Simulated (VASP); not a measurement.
Here is the system:

```
CELL_PARAMETERS angstrom
      1.31717    -2.28140     0.00000
      1.31717     2.28140     0.00000
      0.00000     0.00000     4.15821
ATOMIC_POSITIONS crystal
  Ru 0.33333 0.66667 0.25000
  Ru 0.66667 0.33333 0.75000
```

All values below come from LDA (Ceperley-Alder, Perdew-Zunger), VASP's LDA PAW potentials (set 64) (plane waves; VASP). Settings: 500 eV cut-off, 16×16×9 Γ-centred mesh, first-order Methfessel-Paxton smearing of 0.10 eV, potentials Ru_pv.

Q: What does the run give for the energy per atom (σ→0), pressure, band gap (on the k-mesh) with the smallest direct gap where there is one?

A: 
The band gap (on the k-mesh) comes out as none (metal, semimetal or under 0.01 eV). The energy per atom (σ→0) is -10.659 eV/atom. The pressure is 20.11 GPa.

Only differences to runs with the same potentials and settings are physical.

The compound is Ru in the hcp structure. It was relaxed first under an external pressure of 20 GPa.
